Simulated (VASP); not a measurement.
# ZrGeS under strain, part 2 of 4

Aim: follow the pressure of ZrGeS through compression, expansion and shear. All runs use r2SCAN. Left out of this account: 1 further run (self-consistent run: a reference on another mesh). The start is a cell from a database of measured crystal structures.

VASP 6.6.1; r2SCAN; plane waves and PAW (Zr_sv, Ge_d, S).

Still holding for the runs below: Spin-orbit coupling is off here; it would split degenerate levels.

So far, pressure (GPa): step 2 (bands, cell as listed) 1.59.

## (3) Bands, volume times 1.04

The cell is expanded evenly, with fractional positions held.

The input, INCAR:

```
SYSTEM = ZrGeS
PREC = Accurate
ENCUT = 410
EDIFF = 1E-06
NELM = 100
ISMEAR = -1
SIGMA = 0.05
LREAL = .FALSE.
ALGO = Normal
METAGGA = R2SCAN
LASPH = .TRUE.
NBANDS = 49
LORBIT = 11
LWAVE = .FALSE.
LCHARG = .FALSE.
KPAR = 4
```

The input, POSCAR:

```
ZrGeS
1.0
    3.6737159983      0.0000000000      0.0000000000
    0.0000000000      3.6737159983      0.0000000000
    0.0000000000      0.0000000000      8.1245252592
Zr Ge S
2 2 2
Direct
    0.0000000000      0.5000000000      0.2760000000
    0.5000000000      0.0000000000      0.7240000000
    0.0000000000      0.0000000000      0.0000000000
    0.5000000000      0.5000000000      0.0000000000
    0.0000000000      0.5000000000      0.6220000000
    0.5000000000      0.0000000000      0.3780000000
```

The input, KPOINTS:

```
Automatic mesh
0
Gamma
8 8 4
0 0 0
```

The input, KPOINTS_OPT:

```
Line mode
16
Line-mode
Reciprocal
  0.00000000   0.00000000   0.00000000 GAMMA
  0.00000000   0.50000000   0.00000000 X

  0.00000000   0.50000000   0.00000000 X
  0.50000000   0.50000000   0.00000000 M

  0.50000000   0.50000000   0.00000000 M
  0.00000000   0.00000000   0.00000000 GAMMA

  0.00000000   0.00000000   0.00000000 GAMMA
  0.00000000   0.00000000   0.50000000 Z

  0.00000000   0.00000000   0.50000000 Z
  0.00000000   0.50000000   0.50000000 R

  0.00000000   0.50000000   0.50000000 R
  0.50000000   0.50000000   0.50000000 A

  0.50000000   0.50000000   0.50000000 A
  0.00000000   0.00000000   0.50000000 Z

  0.00000000   0.50000000   0.00000000 X
  0.00000000   0.50000000   0.50000000 R

  0.50000000   0.50000000   0.00000000 M
  0.50000000   0.50000000   0.50000000 A
```

PAW data sets: Zr_sv, Ge_d and S (PBE family, release 64).

The run is started by

```sh
$ mpirun -np 4 vasp_std
```

The log of the run:

```text
[banner, memory and clock lines left out]
running    4 mpi-ranks, on    1 nodes
 distrk:  each k-point on    1 cores,    4 groups
 distr:  one band on    1 cores,    1 groups

 POSCAR found type information on POSCAR ZrGeS
 POSCAR found :  3 types and       6 ions
 [... a notice as in an earlier step ...]

 LDA part: xc-table for (None), standard interpolation
 POSCAR, INCAR and KPOINTS ok, starting setup
 FFT: planning ... GRIDC
 FFT: planning ... GRID_SOFT
 FFT: planning ... GRID
 WAVECAR not read
 entering main loop
       N       E                     dE             d eps       ncg     rms          rms(c)
DAV:   1     0.588361772627E+03    0.58836E+03   -0.25940E+04  5948   0.241E+03
DAV:   2    -0.892885949441E+00   -0.58925E+03   -0.54769E+03  4610   0.708E+02
DAV:   3    -0.106132127061E+03   -0.10524E+03   -0.10162E+03  5547   0.167E+02
DAV:   4    -0.115868776248E+03   -0.97366E+01   -0.95266E+01  7027   0.486E+01
DAV:   5    -0.116263944335E+03   -0.39517E+00   -0.39414E+00  6132   0.886E+00    0.210E+01
DAV:   6    -0.968805235576E+02    0.19383E+02   -0.82824E+00  7051   0.311E+01    0.797E+00
DAV:   7    -0.970540875185E+02   -0.17356E+00   -0.15662E+00  5523   0.624E+00    0.379E+00
DAV:   8    -0.971000441372E+02   -0.45957E-01   -0.10351E-01  5859   0.268E+00    0.108E+00
DAV:   9    -0.970980372812E+02    0.20069E-02   -0.19290E-02  6592   0.992E-01    0.218E-01
DAV:  10    -0.970987987857E+02   -0.76150E-03   -0.23039E-03  5817   0.287E-01    0.161E-01
DAV:  11    -0.970991287828E+02   -0.33000E-03   -0.43165E-04  5885   0.127E-01    0.556E-02
DAV:  12    -0.970991451716E+02   -0.16389E-04   -0.64141E-05  5401   0.569E-02    0.222E-02
DAV:  13    -0.970991464649E+02   -0.12933E-05   -0.91556E-06  5849   0.224E-02    0.578E-03
DAV:  14    -0.970991476478E+02   -0.11829E-05   -0.61606E-07  3374   0.799E-03    0.135E-03
DAV:  15    -0.970991474748E+02    0.17300E-06   -0.25940E-07  2991   0.307E-03
   1 F= -.97099147E+02 E0= -.97094356E+02  d E =-.958294E-02
 Start KPOINTS_OPT (optional k-point list driver)
k-point batch [1-45\144]
       N       E                     dE             ncg
DAV:   1     0.274310875498E+04   -0.57757E+05     5970
DAV:   2    -0.245016549742E+05   -0.27245E+05     4762
DAV:   3    -0.291340912699E+05   -0.46324E+04     5108
DAV:   4    -0.295704578967E+05   -0.43637E+03     6866
DAV:   5    -0.295862583566E+05   -0.15800E+02     6067
DAV:   6    -0.295866363120E+05   -0.37796E+00     6411
DAV:   7    -0.295866452787E+05   -0.89668E-02     6268
DAV:   8    -0.295866455200E+05   -0.24130E-03     6532
DAV:   9    -0.295866455248E+05   -0.47608E-05     4340
DAV:  10    -0.295866455253E+05   -0.53356E-06     3524
[...]
k-point batch [136-144\144]
       N       E                     dE             ncg
DAV:   1     0.549564710137E+05   -0.19048E+05     1206
DAV:   2     0.495243982036E+05   -0.54321E+04      962
DAV:   3     0.486329282619E+05   -0.89147E+03     1016
DAV:   4     0.485611727022E+05   -0.71756E+02     1330
DAV:   5     0.485582610924E+05   -0.29116E+01     1218
DAV:   6     0.485581963275E+05   -0.64765E-01     1231
DAV:   7     0.485581931303E+05   -0.31972E-02     1266
DAV:   8     0.485581930921E+05   -0.38216E-04     1247
DAV:   9     0.485581930913E+05   -0.76773E-06      890
```

Elapsed: 3.2 min, on 4 MPI ranks of Intel Xeon Platinum 8488C (Sapphire Rapids), shared host; peak memory 1.4 GiB; 13 min of CPU time.

OUTCAR, selected parts (step 3):

```text
  LATTYP: Found a simple tetragonal cell.
 ALAT       =     3.6737159983
 C/A-ratio  =     2.2115278543

 Found     45 irreducible k-points:

   ENCUT  =  410.0 eV  30.13 Ry    5.49 a.u.   6.07  6.07 13.41*2*pi/ulx,y,z

   NELECT =      64.0000    total number of electrons

 E-fermi :   9.0549

 k-point     1 :       0.0000    0.0000    0.0000
  band No.  band energies     occupation
    ...
     29       6.4610      2.00000
     30       6.4610      2.00000
     31       6.7776      2.00000
     32       7.6332      2.00000
     33       8.7117      1.99791
     34       9.7594      0.00000
     35      10.0180      0.00000
     36      10.1812      0.00000
     37      10.1812      0.00000
     38      10.2308      0.00000
    ...

 k-point     2 :       0.1250    0.0000    0.0000
  band No.  band energies     occupation
    ...
     28       6.1206      2.00000
     29       6.2828      2.00000
     30       6.8812      2.00000
     31       7.2682      2.00000
     32       7.6490      2.00000
     33       9.3404      0.00660
     34       9.7905      0.00000
     35       9.8678      0.00000
     36      10.0265      0.00000
     37      10.3224      0.00000
    ...

  Total       -2.3453297     -2.3453297     -2.2324009      0.0000000      0.0000000      0.0000000
  in kB      -34.2693082    -34.2693082    -32.6192230      0.0000000      0.0000000      0.0000000
  external PRESSURE =     -33.7192798 kB  Pullay stress =       0.0000000 kB

  energy-cutoff  :      410.00
  volume of cell :      109.65
      direct lattice vectors                 reciprocal lattice vectors
     3.673715998  0.000000000  0.000000000     0.272203948  0.000000000  0.000000000
     0.000000000  3.673715998  0.000000000     0.000000000  0.272203948  0.000000000
     0.000000000  0.000000000  8.124525259     0.000000000  0.000000000  0.123084115

 POSITION                                       TOTAL-FORCE (eV/Angst)
 -----------------------------------------------------------------------------------
      0.00000      1.83686      2.24237         0.000000     -0.000000     -0.162094
      1.83686      0.00000      5.88216         0.000000      0.000000      0.162094
      0.00000      0.00000      0.00000         0.000000     -0.000000      0.000000
      1.83686      1.83686      0.00000         0.000000     -0.000000      0.000000
      0.00000      1.83686      5.05345         0.000000     -0.000000     -0.027888
      1.83686      0.00000      3.07107         0.000000     -0.000000      0.027888
 -----------------------------------------------------------------------------------
    total drift:                                0.000000     -0.000000     -0.000000

  FREE ENERGIE OF THE ION-ELECTRON SYSTEM (eV)
  ---------------------------------------------------
  free  energy   TOTEN  =       -97.0991474748 eV

  energy  without entropy=      -97.0895645332  energy(sigma->0) =      -97.09435600

 total charge
# of ion       s       p       d       tot
------------------------------------------
    1        2.131   5.981   1.507   9.619
    2        2.131   5.981   1.507   9.619
    3        1.112   1.310  10.041  12.463
    4        1.112   1.310  10.041  12.463
    5        1.313   2.455   0.000   3.768
    6        1.313   2.455   0.000   3.768
--------------------------------------------------
tot          9.113  19.491  23.096  51.700

[... 5 parts as in an earlier step ...]

[... 6 further parts left out ...]
```

Numbers from this step:

| Quantity | Value |
| --- | --- |
| SCF cycles | 15 |
| free energy (TOTEN) | -97.0991 eV |
| energy at zero smearing | -97.0944 eV |
| Fermi energy | 9.055 eV |
| pressure | -3.372 GPa |

Electronic bands along the path, in eV, zero at the Fermi level; # counts the bands kept, so #1 is VASP's band 21:

```tsv
point	#9	#10	#11	#12	#13	#14	#15	#16
Γ	-2.59	-2.59	-2.28	-1.42	-0.34	0.70	0.96	1.13
0.47 of the way	-2.41	-1.54	-1.47	-1.30	0.54	0.66	0.81	1.54
X	-1.94	-1.94	-0.60	-0.60	0.65	0.65	1.89	1.89
0.47 of the way	-3.43	-3.43	-2.18	-2.18	1.52	1.52	2.25	2.25
M	-4.10	-4.10	-2.49	-2.49	2.49	2.49	2.73	2.73
0.53 of the way	-3.74	-1.83	-1.62	-0.48	0.37	1.56	1.80	1.82
Γ	-2.59	-2.59	-2.28	-1.42	-0.34	0.70	0.96	1.13
0.47 of the way	-2.59	-2.59	-2.41	-2.03	-0.14	0.91	0.97	1.17
Z	-2.95	-2.58	-2.58	-2.55	0.11	0.99	1.15	1.28
0.47 of the way	-2.99	-2.30	-1.60	-0.98	0.29	0.40	1.19	1.60
R	-2.14	-2.14	-0.35	-0.35	0.79	0.79	1.83	1.83
0.53 of the way	-3.46	-3.46	-2.46	-2.46	1.19	1.19	2.27	2.27
A	-3.91	-3.91	-2.57	-2.57	1.61	1.61	2.51	2.51
0.53 of the way	-3.35	-2.83	-1.99	-0.70	0.76	1.58	1.83	1.88
Z	-2.95	-2.58	-2.58	-2.55	0.11	0.99	1.15	1.28
jump to X	-1.94	-1.94	-0.60	-0.60	0.65	0.65	1.89	1.89
0.53 of the way	-2.06	-2.06	-0.47	-0.47	0.71	0.71	2.18	2.18
R	-2.14	-2.14	-0.35	-0.35	0.79	0.79	1.83	1.83
jump to M	-4.10	-4.10	-2.49	-2.49	2.49	2.49	2.73	2.73
0.53 of the way	-4.08	-4.08	-2.54	-2.54	2.08	2.08	2.50	2.50
A	-3.91	-3.91	-2.57	-2.57	1.61	1.61	2.51	2.51
```

Of the projections kept (Zr, Ge, S), the largest for each band there; the rest of the weight can lie on other orbitals:

```tsv
point	#9	#10	#11	#12	#13	#14	#15	#16
Γ	S 0.89	S 0.89	Zr 0.85	S 0.59	Ge 0.52	Zr 0.82	Zr 0.99	Zr 0.89
X	Ge 0.47	Ge 0.47	Zr 0.55	Zr 0.55	Zr 0.56	Zr 0.56	Zr 0.76	Zr 0.76
M	S 0.83	S 0.83	Zr 0.53	Zr 0.53	Zr 0.76	Zr 0.76	Zr 0.99	Zr 0.99
Γ	S 0.89	S 0.89	Zr 0.85	S 0.59	Ge 0.52	Zr 0.82	Zr 0.99	Zr 0.89
Z	Ge 0.78	S 0.91	S 0.91	Zr 0.87	Zr 0.55	Zr 1.00	Zr 0.99	Zr 0.92
R	Zr 0.49	Zr 0.49	Zr 0.54	Zr 0.54	Zr 0.53	Zr 0.53	Zr 0.60	Zr 0.60
```

Force by atom:

```tsv
atom	x (eV/Å)	y (eV/Å)	z (eV/Å)	size
Zr1	0.000	0.000	-0.162	0.162
Zr2	0.000	0.000	0.162	0.162
Ge3	0.000	0.000	0.000	0.000
Ge4	0.000	0.000	0.000	0.000
S5	0.000	0.000	-0.028	0.028
S6	0.000	0.000	0.028	0.028
```

 The pressure is -3.37 GPa.

Between step 2 and this run (cell volume +4.0 %) the value for the pressure moves from 1.59 GPa to -3.37 GPa.

## (4) Bands, volume times 1.08

The cell is expanded evenly, with fractional positions held.

INCAR is that of step 3.

POSCAR, as its differences from that of step 3:

```diff
@@ -2,5 +2,5 @@
 1.0
-    3.6737159983      0.0000000000      0.0000000000
-    0.0000000000      3.6737159983      0.0000000000
-    0.0000000000      0.0000000000      8.1245252592
+    3.7202236696      0.0000000000      0.0000000000
+    0.0000000000      3.7202236696      0.0000000000
+    0.0000000000      0.0000000000      8.2273782698
 Zr Ge S
```

KPOINTS is that of step 3.

KPOINTS_OPT is that of step 3.

The run is started by

```sh
$ mpirun -np 4 vasp_std
```

The log of the run:

```text
[... set-up lines as in an earlier step ...]
 entering main loop
       N       E                     dE             d eps       ncg     rms          rms(c)
DAV:   1     0.595616459475E+03    0.59562E+03   -0.25774E+04  5970   0.237E+03
DAV:   2     0.100533293788E+01   -0.59461E+03   -0.55206E+03  4667   0.718E+02
DAV:   3    -0.106131065897E+03   -0.10714E+03   -0.10375E+03  5593   0.167E+02
DAV:   4    -0.115883628463E+03   -0.97526E+01   -0.95437E+01  6979   0.493E+01
DAV:   5    -0.116314201263E+03   -0.43057E+00   -0.42947E+00  5995   0.922E+00    0.194E+01
DAV:   6    -0.967236230717E+02    0.19591E+02   -0.84380E+00  6923   0.289E+01    0.743E+00
DAV:   7    -0.969131529947E+02   -0.18953E+00   -0.14901E+00  5555   0.611E+00    0.371E+00
DAV:   8    -0.969641664209E+02   -0.51013E-01   -0.99280E-02  5885   0.257E+00    0.982E-01
DAV:   9    -0.969613201180E+02    0.28463E-02   -0.20272E-02  6617   0.996E-01    0.232E-01
DAV:  10    -0.969621696653E+02   -0.84955E-03   -0.22712E-03  5762   0.289E-01    0.170E-01
DAV:  11    -0.969625606090E+02   -0.39094E-03   -0.46612E-04  5949   0.135E-01    0.582E-02
DAV:  12    -0.969625773763E+02   -0.16767E-04   -0.84963E-05  5458   0.627E-02    0.237E-02
DAV:  13    -0.969625786273E+02   -0.12510E-05   -0.11441E-05  5575   0.242E-02    0.574E-03
DAV:  14    -0.969625799733E+02   -0.13460E-05   -0.76756E-07  3632   0.809E-03    0.163E-03
DAV:  15    -0.969625797269E+02    0.24643E-06   -0.28047E-07  2983   0.331E-03
   1 F= -.96962580E+02 E0= -.96957437E+02  d E =-.102850E-01
 Start KPOINTS_OPT (optional k-point list driver)
k-point batch [1-45\144]
       N       E                     dE             ncg
DAV:   1     0.141309204226E+04   -0.58657E+05     6052
DAV:   2    -0.257268705292E+05   -0.27140E+05     4722
DAV:   3    -0.303304535239E+05   -0.46036E+04     5123
DAV:   4    -0.307749876404E+05   -0.44453E+03     6843
DAV:   5    -0.307925478316E+05   -0.17560E+02     6035
DAV:   6    -0.307930005328E+05   -0.45270E+00     6402
DAV:   7    -0.307930101093E+05   -0.95765E-02     6220
DAV:   8    -0.307930104063E+05   -0.29704E-03     6539
DAV:   9    -0.307930104120E+05   -0.56501E-05     4412
DAV:  10    -0.307930104125E+05   -0.52943E-06     3435
[...]
k-point batch [136-144\144]
       N       E                     dE             ncg
DAV:   1     0.539189387350E+05   -0.19613E+05     1209
DAV:   2     0.484549808029E+05   -0.54640E+04      954
DAV:   3     0.475425843436E+05   -0.91240E+03     1041
DAV:   4     0.474653196065E+05   -0.77265E+02     1345
DAV:   5     0.474624583193E+05   -0.28613E+01     1204
DAV:   6     0.474624002679E+05   -0.58051E-01     1270
DAV:   7     0.474623990104E+05   -0.12574E-02     1267
DAV:   8     0.474623989754E+05   -0.35040E-04     1268
DAV:   9     0.474623989747E+05   -0.71961E-06      843
```

It took 5.2 min on 4 MPI ranks; peak memory 1.5 GiB.

OUTCAR, selected parts (step 4):

```text
  LATTYP: Found a simple tetragonal cell.
 ALAT       =     3.7202236696
 C/A-ratio  =     2.2115278544

 Found     45 irreducible k-points:

   dimension x,y,z NGX =    28 NGY =   28 NGZ =   54
   dimension x,y,z NGXF=    56 NGYF=   56 NGZF=  108

   ENCUT  =  410.0 eV  30.13 Ry    5.49 a.u.   6.14  6.14 13.58*2*pi/ulx,y,z

   NELECT =      64.0000    total number of electrons

 E-fermi :   8.5901

 k-point     1 :       0.0000    0.0000    0.0000
  band No.  band energies     occupation
    ...
     29       6.0241      2.00000
     30       6.0241      2.00000
     31       6.4365      2.00000
     32       7.1575      2.00000
     33       8.1863      1.99938
     34       9.2923      0.00000
     35       9.5267      0.00000
     36       9.6649      0.00000
     37       9.6649      0.00000
     38       9.7213      0.00000
    ...

 k-point     2 :       0.1250    0.0000    0.0000
  band No.  band energies     occupation
    ...
     28       5.7082      2.00000
     29       5.9280      2.00000
     30       6.4923      2.00000
     31       6.8810      2.00000
     32       7.1742      2.00000
     33       8.7947      0.03286
     34       9.3016      0.00000
     35       9.3706      0.00000
     36       9.5120      0.00000
     37       9.8154      0.00000
    ...

  Total       -5.2549460     -5.2549460     -5.1825780      0.0000000      0.0000000      0.0000000
  in kB      -73.9399705    -73.9399705    -72.9217122      0.0000000      0.0000000      0.0000000
  external PRESSURE =     -73.6005510 kB  Pullay stress =       0.0000000 kB

  energy-cutoff  :      410.00
  volume of cell :      113.87
      direct lattice vectors                 reciprocal lattice vectors
     3.720223670  0.000000000  0.000000000     0.268801042  0.000000000  0.000000000
     0.000000000  3.720223670  0.000000000     0.000000000  0.268801042  0.000000000
     0.000000000  0.000000000  8.227378270     0.000000000  0.000000000  0.121545402

 POSITION                                       TOTAL-FORCE (eV/Angst)
 -----------------------------------------------------------------------------------
      0.00000      1.86011      2.27076         0.000000     -0.000000     -0.218976
      1.86011      0.00000      5.95662         0.000000      0.000000      0.218976
      0.00000      0.00000      0.00000         0.000000      0.000000     -0.000000
      1.86011      1.86011      0.00000        -0.000000     -0.000000     -0.000000
      0.00000      1.86011      5.11743         0.000000     -0.000000     -0.001514
      1.86011      0.00000      3.10995         0.000000      0.000000      0.001514
 -----------------------------------------------------------------------------------
    total drift:                                0.000000      0.000000      0.000000

  FREE ENERGIE OF THE ION-ELECTRON SYSTEM (eV)
  ---------------------------------------------------
  free  energy   TOTEN  =       -96.9625797269 eV

  energy  without entropy=      -96.9522947281  energy(sigma->0) =      -96.95743723

 total charge
# of ion       s       p       d       tot
------------------------------------------
    1        2.127   5.974   1.471   9.572
    2        2.127   5.974   1.471   9.572
    3        1.114   1.271  10.033  12.419
    4        1.114   1.271  10.033  12.419
    5        1.313   2.438   0.000   3.750
    6        1.313   2.438   0.000   3.750
--------------------------------------------------
tot          9.108  19.367  23.008  51.482

[... 4 parts as in an earlier step ...]

[... 6 further parts left out ...]
```

This step gave:

* free energy (TOTEN): -96.9626 eV
* energy at zero smearing: -96.9574 eV
* Fermi energy: 8.590 eV
* pressure: -7.360 GPa

Electronic bands along the path, in eV, zero at the Fermi level; # counts the bands kept, so #1 is VASP's band 21:

```tsv
point	#9	#10	#11	#12	#13	#14	#15	#16
Γ	-2.57	-2.57	-2.15	-1.43	-0.40	0.70	0.94	1.07
0.47 of the way	-2.31	-1.52	-1.41	-1.27	0.52	0.64	0.77	1.41
X	-1.88	-1.88	-0.56	-0.56	0.61	0.61	1.79	1.79
0.53 of the way	-3.71	-3.71	-2.17	-2.17	1.49	1.49	2.25	2.25
M	-4.03	-4.03	-2.39	-2.39	2.36	2.36	2.57	2.57
0.53 of the way	-3.63	-1.80	-1.56	-0.46	0.38	1.49	1.71	1.72
Γ	-2.57	-2.57	-2.15	-1.43	-0.40	0.70	0.94	1.07
0.47 of the way	-2.56	-2.56	-2.27	-2.03	-0.21	0.89	0.95	1.12
Z	-2.83	-2.56	-2.56	-2.40	0.01	0.96	1.11	1.22
0.47 of the way	-2.91	-2.21	-1.54	-0.96	0.30	0.41	1.14	1.46
R	-2.07	-2.07	-0.33	-0.33	0.75	0.75	1.80	1.80
0.47 of the way	-3.12	-3.12	-2.25	-2.25	1.11	1.11	2.11	2.11
A	-3.80	-3.80	-2.48	-2.48	1.54	1.54	2.35	2.35
0.47 of the way	-3.50	-2.68	-2.00	-1.24	1.14	1.54	1.60	1.74
Z	-2.83	-2.56	-2.56	-2.40	0.01	0.96	1.11	1.22
jump to X	-1.88	-1.88	-0.56	-0.56	0.61	0.61	1.79	1.79
0.53 of the way	-1.99	-1.99	-0.44	-0.44	0.67	0.67	2.12	2.12
R	-2.07	-2.07	-0.33	-0.33	0.75	0.75	1.80	1.80
jump to M	-4.03	-4.03	-2.39	-2.39	2.36	2.36	2.57	2.57
0.53 of the way	-4.01	-4.01	-2.44	-2.44	1.98	1.98	2.36	2.36
A	-3.80	-3.80	-2.48	-2.48	1.54	1.54	2.35	2.35
```

Of the projections kept (Zr, Ge, S), the largest for each band there; the rest of the weight can lie on other orbitals:

```tsv
point	#9	#10	#11	#12	#13	#14	#15	#16
Γ	S 0.89	S 0.89	Zr 0.85	S 0.59	Zr 0.53	Zr 0.84	Zr 0.99	Zr 0.90
X	Ge 0.47	Ge 0.47	Zr 0.57	Zr 0.57	Zr 0.57	Zr 0.57	Zr 0.77	Zr 0.77
M	S 0.84	S 0.84	Zr 0.54	Zr 0.54	Zr 0.78	Zr 0.78	Zr 0.99	Zr 0.99
Γ	S 0.89	S 0.89	Zr 0.85	S 0.59	Zr 0.53	Zr 0.84	Zr 0.99	Zr 0.90
Z	Ge 0.78	S 0.91	S 0.91	Zr 0.87	Zr 0.59	Zr 1.00	Zr 0.99	Zr 0.92
R	Zr 0.50	Zr 0.50	Zr 0.55	Zr 0.55	Zr 0.55	Zr 0.55	Zr 0.61	Zr 0.61
```

Force by atom:

```tsv
atom	x (eV/Å)	y (eV/Å)	z (eV/Å)	size
Zr1	0.000	0.000	-0.219	0.219
Zr2	0.000	0.000	0.219	0.219
Ge3	0.000	0.000	0.000	0.000
Ge4	0.000	0.000	0.000	0.000
S5	0.000	0.000	-0.002	0.002
S6	0.000	0.000	0.002	0.002
```

 The pressure is -7.36 GPa.

For the pressure, step 2 gave 1.59 GPa; this run, with cell volume +8.0 %, gives -7.36 GPa.

[end of part 2 of 4]

[Lines on the potential files, build, host, timing and source positions are cut from VASP's logs without a mark.]

[Logs are printed without paths, hosts, clocks, repeated set-up lines and the standing remarks that a program may print on its own settings, such as how far it seeks lower states.]

[Hosts, paths, dates, database ids (printed as entryN), source tags and the programs' standing remarks are cut or masked in the printed files.]

[A measured line is paired with the nearest computed mode of its activity, which favours agreement.]
